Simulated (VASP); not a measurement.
## BN (Qingsongite): cell size against the level of theory

Which functional gives the lattice of BN (Qingsongite) as experiment finds it, and is a dearer one worth its cost? The levels: LDA, PBE, r2SCAN, PBE + D3(BJ), r2SCAN + rVV10, AM05, PBE + D4 and RPBE. LASPH is on for some levels and off for others; the table marks which. The start is a cell from a database of measured crystal structures.

Main program and level: VASP 6.6.1; LDA; plane waves and PAW (B, N), in the first sound run; inputs show where later runs differ.

**Measured values to reproduce.**

For BN, zinc blende (micron-sized single crystals selected from powder, 295 K), “Equation of state of cubic boron nitride at high pressures and temperatures” (2007, arxiv:cond-mat/0702656) gives, by single-crystal x-ray diffraction: lattice constant a (a at ambient conditions) 3.6152 ± 0.0002 Å.

## Step 1: Set-up

Before any relaxation, the start is as follows. It takes space group F-43m (No. 216, cubic). The conventional cell has a = 3.615 Å, b = 3.615 Å, c = 3.615 Å, α = 90.00°, β = 90.00°, γ = 90.00°. Nearest to B lie 4 N at 1.57 Å. N has 4 B at 1.57 Å nearest. Farther neighbours and most contacts between anions are not listed.

## Step 2: Relaxation with LDA

The start need not lie at this functional's minimum. ISIF = 3 frees volume, shape and positions, and EDIFFG sets the threshold on forces and stress at which the search stops. LDA, the lowest rung, knows the local density alone.

INCAR

```
SYSTEM = BN
PREC = Accurate
ENCUT = 560
EDIFF = 1E-06
NELM = 100
ISMEAR = -1
SIGMA = 0.05
LREAL = .FALSE.
ALGO = Normal
GGA = CA
NBANDS = 10
LORBIT = 11
LWAVE = .FALSE.
LCHARG = .FALSE.
KPAR = 2
IBRION = 2
NSW = 60
ISIF = 3
EDIFFG = -0.01
```

POSCAR

```
BN
1.0
    0.0000000000      1.8075000000      1.8075000000
    1.8075000000      0.0000000000      1.8075000000
    1.8075000000      1.8075000000      0.0000000000
B N
1 1
Direct
    0.0000000000      0.0000000000      0.0000000000
    0.2500000000      0.2500000000      0.2500000000
```

KPOINTS

```
Automatic mesh
0
Gamma
11 11 11
0 0 0
```

Potentials, in the order of the species: B and N (PBE family, release 64).

The run is started by

```
mpirun -np 2 vasp_std
```

The program printed:

```text
[banner, memory and clock lines left out]
running    2 mpi-ranks, on    1 nodes
 distrk:  each k-point on    1 cores,    2 groups
 distr:  one band on    1 cores,    1 groups

 POSCAR found type information on POSCAR B N
 POSCAR found :  2 types and       2 ions
|                                                                             |
|               ----> ADVICE to this user running VASP <----                  |
|                                                                             |
|     You enforced a specific xc type in the INCAR file but a different       |
|     [... a line on the potential file left out ...]
|     I HOPE YOU KNOW WHAT YOU ARE DOING!                                     |
|                                                                             |

 LDA part: xc-table for (Slater(with rela. corr.)+CA(PZ))
 , standard interpolation
 POSCAR, INCAR and KPOINTS ok, starting setup
 FFT: planning ... GRIDC
 FFT: planning ... GRID_SOFT
 FFT: planning ... GRID
 WAVECAR not read
 entering main loop
       N       E                     dE             d eps       ncg     rms          rms(c)
DAV:   1     0.101485976665E+02    0.10149E+02   -0.52730E+03  1144   0.844E+02
DAV:   2    -0.197514625193E+02   -0.29900E+02   -0.28693E+02  1348   0.181E+02
DAV:   3    -0.203282471695E+02   -0.57678E+00   -0.57577E+00  1326   0.224E+01
DAV:   4    -0.203290509064E+02   -0.80374E-03   -0.80367E-03  1248   0.853E-01
DAV:   5    -0.203290516067E+02   -0.70027E-06   -0.70021E-06  1256   0.272E-02    0.655E+00
DAV:   6    -0.194226585573E+02    0.90639E+00   -0.29836E+00  1214   0.109E+01    0.320E+00
DAV:   7    -0.193197358296E+02    0.10292E+00   -0.10115E-01  1214   0.273E+00    0.183E+00
DAV:   8    -0.192913871765E+02    0.28349E-01   -0.43253E-02  1256   0.148E+00    0.210E-01
DAV:   9    -0.192912637343E+02    0.12344E-03   -0.78160E-04  1224   0.270E-01    0.834E-02
DAV:  10    -0.192912454605E+02    0.18274E-04   -0.50933E-05  1274   0.725E-02    0.128E-02
DAV:  11    -0.192912458406E+02   -0.38015E-06   -0.17824E-06   944   0.102E-02
   1 F= -.19291246E+02 E0= -.19291246E+02  d E =-.192912E+02
 curvature:   0.00 expect dE= 0.000E+00 dE for cont linesearch  0.000E+00
 trial: gam= 0.00000 g(F)=  0.152E-48 g(S)=  0.365E-01 ort = 0.000E+00 (trialstep = 0.100E+01)
 search vector abs. value=  0.365E-01
 bond charge predicted
       N       E                     dE             d eps       ncg     rms          rms(c)
DAV:   1    -0.193356343406E+02   -0.44389E-01   -0.13198E+00  1192   0.102E+01    0.154E+00
DAV:   2    -0.192927998963E+02    0.42834E-01   -0.17380E-01  1248   0.301E+00    0.425E-01
DAV:   3    -0.192906819642E+02    0.21179E-02   -0.57951E-03  1178   0.686E-01    0.168E-01
DAV:   4    -0.192900194661E+02    0.66250E-03   -0.75758E-04  1240   0.218E-01    0.486E-02
DAV:   5    -0.192900024969E+02    0.16969E-04   -0.36856E-05  1240   0.477E-02    0.292E-02
DAV:   6    -0.192900014221E+02    0.10747E-05   -0.14912E-06   880   0.149E-02    0.128E-03
DAV:   7    -0.192900013870E+02    0.35116E-07   -0.92053E-08   598   0.267E-03
   2 F= -.19290001E+02 E0= -.19290001E+02  d E =0.124445E-02
 trial-energy change:    0.001244  1 .order    0.001854   -0.036538    0.040247
 step:   0.4878(harm=  0.4758)  dis= 0.00000  next Energy=   -19.300227 (dE=-0.898E-02)
 bond charge predicted
       N       E                     dE             d eps       ncg     rms          rms(c)
DAV:   1    -0.193123431989E+02   -0.22342E-01   -0.34147E-01  1190   0.508E+00    0.786E-01
DAV:   2    -0.193010335005E+02    0.11310E-01   -0.47930E-02  1254   0.155E+00    0.211E-01
DAV:   3    -0.193005077102E+02    0.52579E-03   -0.13702E-03  1174   0.339E-01    0.842E-02
DAV:   4    -0.193003302964E+02    0.17741E-03   -0.20138E-04  1236   0.111E-01    0.233E-02
DAV:   5    -0.193003258945E+02    0.44019E-05   -0.91673E-06  1212   0.236E-02    0.142E-02
DAV:   6    -0.193003255397E+02    0.35486E-06   -0.37308E-07   604   0.759E-03
   3 F= -.19300326E+02 E0= -.19300326E+02  d E =-.907970E-02
 curvature:  -0.24 expect dE=-0.215E-06 dE for cont linesearch -0.215E-06
 trial: gam=-0.00495 g(F)=  0.332E-48 g(S)=  0.903E-06 ort = 0.182E-03 (trialstep = 0.898E+00)
 search vector abs. value=  0.122E-09
 reached required accuracy - stopping structural energy minimisation
```

Wall time 12 s (2 MPI ranks of AMD EPYC 7R43, shared host); peak memory 0.18 GiB.

The logs omit lines about the potential files and the build; timing stands in the text.

From OUTCAR (step 2):

```text
ion  position               nearest neighbor table
   1  0.000  0.000  0.000-   2 1.57   2 1.57   2 1.57   2 1.57
   2  0.250  0.250  0.250-   1 1.57   1 1.57   1 1.57   1 1.57

  LATTYP: Found a face centered cubic cell.
 ALAT       =     3.6150000000

 Subroutine GETGRP returns: Found 24 space group operations
 (whereof 24 operations were pure point group operations)

The static configuration has the point symmetry T_d .

 Found     56 irreducible k-points:

   k-points           NKPTS =     56   k-points in BZ     NKDIM =     56   number of bands    NBANDS=     10

   dimension x,y,z NGX =    20 NGY =   20 NGZ =   20
   dimension x,y,z NGXF=    40 NGYF=   40 NGZF=   40

   ENCUT  =  560.0 eV  41.16 Ry    6.42 a.u.   4.93  4.93  4.93*2*pi/ulx,y,z

   NELECT =       8.0000    total number of electrons

 k-points in reciprocal lattice and weights: Automatic mesh
   0.00000000  0.00000000  0.00000000       0.001
   0.09090909  0.00000000  0.00000000       0.006
   0.18181818  0.00000000  0.00000000       0.006
   0.27272727  0.00000000  0.00000000       0.006
   0.36363636  0.00000000  0.00000000       0.006
   0.45454545  0.00000000  0.00000000       0.006
   0.09090909  0.09090909  0.00000000       0.005
   0.18181818  0.09090909  0.00000000       0.018
   0.27272727  0.09090909  0.00000000       0.018
[...]
-0.36363636  0.45454545  0.18181818       0.018
  -0.27272727  0.45454545  0.18181818       0.018

 average (electrostatic) potential at core
       1 -24.0887       2 -60.0032

 E-fermi :   8.5250

 k-point     1 :       0.0000    0.0000    0.0000
  band No.  band energies     occupation
      1     -12.8822      2.00000
      2       7.4759      2.00000
      3       7.4759      2.00000
      4       7.4759      2.00000
      5      16.2920      0.00000
      6      16.2920      0.00000
      7      16.2920      0.00000
      8      18.3332      0.00000
      9      32.4616      0.00000
    ...

 k-point     2 :       0.0909    0.0000    0.0000
  band No.  band energies     occupation
      1     -12.6763      2.00000
      2       6.3966      2.00000
      3       7.2553      2.00000
      4       7.2553      2.00000
      5      16.5945      0.00000
      6      16.6238      0.00000
      7      16.6238      0.00000
      8      18.9404      0.00000
      9      32.0873      0.00000
    ...

 k-point     3 :       0.1818    0.0000    0.0000
  band No.  band energies     occupation
      1     -12.0674      2.00000
      2       3.9853      2.00000
      3       6.7387      2.00000
      4       6.7387      2.00000
      5      17.0574      0.00000
      6      17.3532      0.00000
      7      17.3532      0.00000
      8      20.3128      0.00000
      9      31.3259      0.00000
    ...

  Total       -0.0035317     -0.0035317     -0.0035317     -0.0000000     -0.0000000      0.0000000
  in kB       -0.4913170     -0.4913170     -0.4913170     -0.0000000     -0.0000000      0.0000000
  external PRESSURE =      -0.4913170 kB  Pullay stress =       0.0000000 kB

  energy-cutoff  :      560.00
  volume of cell :       11.52
      direct lattice vectors                 reciprocal lattice vectors
     0.000000000  1.792388940  1.792388940    -0.278957312  0.278957312  0.278957312
     1.792388940  0.000000000  1.792388940     0.278957312 -0.278957312  0.278957312
     1.792388940  1.792388940  0.000000000     0.278957312  0.278957312 -0.278957312

 POSITION                                       TOTAL-FORCE (eV/Angst)
 -----------------------------------------------------------------------------------
      0.00000      0.00000      0.00000         0.000000      0.000000     -0.000000
      0.89619      0.89619      0.89619        -0.000000     -0.000000      0.000000
 -----------------------------------------------------------------------------------
    total drift:                                0.000000      0.000000      0.000000

  FREE ENERGIE OF THE ION-ELECTRON SYSTEM (eV)
  ---------------------------------------------------
  free  energy   TOTEN  =       -19.3003255397 eV

  energy  without entropy=      -19.3003255397  energy(sigma->0) =      -19.30032554

 reached required accuracy - stopping structural energy minimisation

 total charge
# of ion       s       p       d       tot
------------------------------------------
    1        0.675   1.400   0.000   2.075
    2        1.197   2.775   0.000   3.972
--------------------------------------------------
tot          1.872   4.175   0.000   6.047

[... 3 further parts left out ...]
```

The gap is read on the k-mesh alone, so it is an upper bound where the band edges lie off the mesh. The PAW data sets were made with PBE, though LDA sets exist; this is a small mismatch. The run keeps the 24 symmetry operations of its start, so it cannot find a distortion of lower symmetry.

Step by step:

| step | energy less that of the first step (eV) | largest force (eV/Å) | pressure (GPa) | volume (Å³) |
| --- | --- | --- | --- | --- |
| 1 | 0.0000 | 0.0000 | -9.64 | 11.81 |
| 2 | 0.0012 | 0.0000 | 11.18 | 11.21 |
| 3 | -0.0091 | 0.0000 | -0.05 | 11.52 |

| conventional cell, symmetrised | before | after | change |
| --- | --- | --- | --- |
| a (Å) | 3.615 | 3.585 | -0.8 % |
| b (Å) | 3.615 | 3.585 | -0.8 % |
| c (Å) | 3.615 | 3.585 | -0.8 % |
| volume (Å³/atom) | 5.91 | 5.76 | -2.5 % |

The relaxed structure:

```xyz
2
Lattice="0.0000 1.7924 1.7924 1.7924 0.0000 1.7924 1.7924 1.7924 0.0000" Properties=species:S:1:pos:R:3 pbc="T T T"
B     0.0000    0.0000    0.0000
N     0.8962    0.8962    0.8962
```

This step gave:

```
electrons                       : 8
bands                           : 10
irreducible k-points            : 56
symmetry operations             : 24
free energy (TOTEN)             : -19.30 eV
Fermi energy                    : 8.525 eV
pressure                        : -0.04913 GPa
metallic                        : no
valence top at k                : 0, 0, 0
conduction bottom at k          : 0.4545, 0.4545, 0
least direct gap at k           : 0, 0, 0
SCF cycles over all ionic steps : 24
gap on the k-mesh               : 4.487 eV
least direct gap on the k-mesh  : 8.816 eV
```

It ends with forces that vanish by symmetry and a pressure of -0.05 GPa. The volume lies -2.5 % from that of the database's start, which holds the thermal and zero-point expansion of its experiment. The conventional cell has a = 3.585 Å.

## Step 3: Relaxation with PBE

This step: PBE; plane waves and PAW (B, N) (VASP 6.6.1).

PBE, the usual starting point, adds the gradient of the density.

INCAR: that of step 2 with these lines changed.

```diff
@@ -9,3 +9,3 @@
 ALGO = Normal
-GGA = CA
+GGA = PE
 NBANDS = 10
```

POSCAR is that of step 2.

KPOINTS is that of step 2.

The run is started by

```
mpirun -np 2 vasp_std
```

The program printed:

```text
[banner, memory and clock lines left out]
running    2 mpi-ranks, on    1 nodes
 distrk:  each k-point on    1 cores,    2 groups
 distr:  one band on    1 cores,    1 groups

 POSCAR found type information on POSCAR B N
 POSCAR found :  2 types and       2 ions
 LDA part: xc-table for (Slater+PW92), standard interpolation
 POSCAR, INCAR and KPOINTS ok, starting setup
 FFT: planning ... GRIDC
 FFT: planning ... GRID_SOFT
 FFT: planning ... GRID
 WAVECAR not read
 entering main loop
       N       E                     dE             d eps       ncg     rms          rms(c)
DAV:   1     0.121370737640E+02    0.12137E+02   -0.52765E+03  1144   0.844E+02
DAV:   2    -0.178477129304E+02   -0.29985E+02   -0.28781E+02  1356   0.182E+02
DAV:   3    -0.184156160474E+02   -0.56790E+00   -0.56692E+00  1328   0.222E+01
DAV:   4    -0.184163943547E+02   -0.77831E-03   -0.77824E-03  1240   0.848E-01
DAV:   5    -0.184163950515E+02   -0.69674E-06   -0.69657E-06  1266   0.274E-02    0.669E+00
DAV:   6    -0.175376503936E+02    0.87874E+00   -0.30346E+00  1260   0.112E+01    0.326E+00
DAV:   7    -0.174652786431E+02    0.72372E-01   -0.10097E-01  1224   0.281E+00    0.191E+00
DAV:   8    -0.174509250586E+02    0.14354E-01   -0.37590E-02  1252   0.151E+00    0.194E-01
DAV:   9    -0.174511241387E+02   -0.19908E-03   -0.87971E-04  1188   0.272E-01    0.801E-02
DAV:  10    -0.174512048998E+02   -0.80761E-04   -0.11875E-04  1214   0.103E-01    0.149E-02
DAV:  11    -0.174512099951E+02   -0.50954E-05   -0.96986E-06  1324   0.269E-02    0.101E-02
DAV:  12    -0.174512099687E+02    0.26485E-07   -0.17669E-06   716   0.101E-02
   1 F= -.17451210E+02 E0= -.17451210E+02  d E =-.174512E+02
 curvature:   0.00 expect dE= 0.000E+00 dE for cont linesearch  0.000E+00
 trial: gam= 0.00000 g(F)=  0.453E-47 g(S)=  0.393E-02 ort = 0.000E+00 (trialstep = 0.100E+01)
 search vector abs. value=  0.393E-02
 bond charge predicted
       N       E                     dE             d eps       ncg     rms          rms(c)
DAV:   1    -0.174558567098E+02   -0.46467E-02   -0.13553E-01  1190   0.316E+00    0.495E-01
DAV:   2    -0.174514410909E+02    0.44156E-02   -0.18883E-02  1250   0.949E-01    0.135E-01
DAV:   3    -0.174512472866E+02    0.19380E-03   -0.56839E-04  1178   0.215E-01    0.548E-02
DAV:   4    -0.174511796282E+02    0.67658E-04   -0.80270E-05  1244   0.719E-02    0.152E-02
DAV:   5    -0.174511777605E+02    0.18678E-05   -0.45023E-06  1196   0.157E-02    0.933E-03
DAV:   6    -0.174511772890E+02    0.47142E-06   -0.19289E-07   602   0.519E-03
   2 F= -.17451177E+02 E0= -.17451177E+02  d E =0.326796E-04
 trial-energy change:    0.000033  1 .order    0.000004   -0.003935    0.003942
 step:   0.4940(harm=  0.4995)  dis= 0.00000  next Energy=   -17.452178 (dE=-0.968E-03)
 bond charge predicted
       N       E                     dE             d eps       ncg     rms          rms(c)
DAV:   1    -0.174533637563E+02   -0.21860E-02   -0.34844E-02  1192   0.161E+00    0.251E-01
DAV:   2    -0.174522382314E+02    0.11255E-02   -0.47595E-03  1238   0.479E-01    0.693E-02
DAV:   3    -0.174521890049E+02    0.49226E-04   -0.14967E-04  1184   0.110E-01    0.279E-02
DAV:   4    -0.174521731124E+02    0.15893E-04   -0.20387E-05  1240   0.364E-02    0.780E-03
DAV:   5    -0.174521730358E+02    0.76549E-07   -0.11174E-06   660   0.800E-03
   3 F= -.17452173E+02 E0= -.17452173E+02  d E =-.963067E-03
 curvature:  -0.25 expect dE=-0.177E-07 dE for cont linesearch -0.177E-07
 trial: gam=-0.00422 g(F)=  0.776E-47 g(S)=  0.708E-07 ort = 0.167E-04 (trialstep = 0.899E+00)
 search vector abs. value=  0.101E-09
 reached required accuracy - stopping structural energy minimisation
```

It took 6.8 s on 2 MPI ranks; peak memory 0.18 GiB; 12 s of CPU time.

OUTCAR, selected parts (step 3):

```text
The static configuration has the point symmetry T_d .

 Found     56 irreducible k-points:

   NELECT =       8.0000    total number of electrons

 E-fermi :   8.2622

 k-point     1 :       0.0000    0.0000    0.0000
  band No.  band energies     occupation
      1     -12.8358      2.00000
      2       7.3005      2.00000
      3       7.3005      2.00000
      4       7.3005      2.00000
      5      16.0809      0.00000
      6      16.0809      0.00000
      7      16.0809      0.00000
      8      17.5151      0.00000
      9      31.8969      0.00000
    ...

 k-point     2 :       0.0909    0.0000    0.0000
  band No.  band energies     occupation
      1     -12.6361      2.00000
      2       6.2367      2.00000
      3       7.0897      2.00000
      4       7.0897      2.00000
      5      16.3053      0.00000
      6      16.4003      0.00000
      7      16.4003      0.00000
      8      18.1869      0.00000
      9      31.6757      0.00000
    ...

  Total        0.0009890      0.0009890      0.0009890     -0.0000000     -0.0000000      0.0000000
  in kB        0.1330562      0.1330562      0.1330562     -0.0000000     -0.0000000      0.0000000
  external PRESSURE =       0.1330562 kB  Pullay stress =       0.0000000 kB

  energy-cutoff  :      560.00
  volume of cell :       11.91
      direct lattice vectors                 reciprocal lattice vectors
    -0.000000000  1.812522483  1.812522483    -0.275858647  0.275858647  0.275858647
     1.812522483 -0.000000000  1.812522483     0.275858647 -0.275858647  0.275858647
     1.812522483  1.812522483  0.000000000     0.275858647  0.275858647 -0.275858647

 POSITION                                       TOTAL-FORCE (eV/Angst)
 -----------------------------------------------------------------------------------
      0.00000      0.00000      0.00000        -0.000000     -0.000000     -0.000000
      0.90626      0.90626      0.90626         0.000000      0.000000      0.000000
 -----------------------------------------------------------------------------------
    total drift:                                0.000000      0.000000      0.000000

  FREE ENERGIE OF THE ION-ELECTRON SYSTEM (eV)
  ---------------------------------------------------
  free  energy   TOTEN  =       -17.4521730358 eV

  energy  without entropy=      -17.4521730358  energy(sigma->0) =      -17.45217304

 total charge
# of ion       s       p       d       tot
------------------------------------------
    1        0.675   1.349   0.000   2.024
    2        1.211   2.752   0.000   3.963
--------------------------------------------------
tot          1.886   4.101   0.000   5.987

[... 8 parts as in an earlier step ...]

[... 5 further parts left out ...]
```

CONTCAR:

```
BN
   1.00000000000000
    -0.0000000000000000    1.8125224830602331    1.8125224830602331
     1.8125224830602331   -0.0000000000000000    1.8125224830602331
     1.8125224830602331    1.8125224830602331    0.0000000000000000
  B               N
     1     1
Direct
     0.0000000000000000    0.0000000000000000    0.0000000000000000
     0.2500000000000000    0.2500000000000000    0.2500000000000000
```

Relaxation path:

| step | energy less that of the first step (eV) | largest force (eV/Å) | pressure (GPa) | volume (Å³) |
| --- | --- | --- | --- | --- |
| 1 | 0.0000 | 0.0000 | 3.16 | 11.81 |
| 2 | 0.0000 | 0.0000 | -3.12 | 12.01 |
| 3 | -0.0010 | 0.0000 | 0.01 | 11.91 |

| conventional cell, symmetrised | before | after | change |
| --- | --- | --- | --- |
| a (Å) | 3.615 | 3.625 | +0.3 % |
| b (Å) | 3.615 | 3.625 | +0.3 % |
| c (Å) | 3.615 | 3.625 | +0.3 % |
| volume (Å³/atom) | 5.91 | 5.95 | +0.8 % |

Final coordinates:

```cif
data_structure
_symmetry_space_group_name_H-M 'P 1'
_symmetry_Int_Tables_number 1
_cell_length_a 2.5633
_cell_length_b 2.5633
_cell_length_c 2.5633
_cell_angle_alpha 60.000
_cell_angle_beta 60.000
_cell_angle_gamma 60.000
_cell_volume 11.91
loop_
_atom_site_label
_atom_site_type_symbol
_atom_site_fract_x
_atom_site_fract_y
_atom_site_fract_z
_atom_site_occupancy
B1 B 0.00000 0.00000 0.00000 1
N2 N 0.25000 0.25000 0.25000 1
```

This step gave:

```
free energy (TOTEN)             : -17.45 eV
Fermi energy                    : 8.262 eV
pressure                        : 0.01331 GPa
SCF cycles over all ionic steps : 23
gap on the k-mesh               : 4.553 eV
least direct gap on the k-mesh  : 8.780 eV
```

It ends at 5.955 Å³/atom, +0.8 % from the start, with 0.01 GPa left. The conventional cell has a = 3.625 Å.

(Continued in part 2 of 3.)

[Lines on the potential files, build, host, timing and source positions are cut from VASP's logs without a mark.]

[Logs are printed without paths, hosts, clocks, repeated set-up lines and the standing remarks that a program may print on its own settings, such as how far it seeks lower states.]

[Hosts, paths, dates, database ids (printed as entryN), source tags and the programs' standing remarks are cut or masked in the printed files.]

[A measured line is paired with the nearest computed mode of its activity, which favours agreement.]
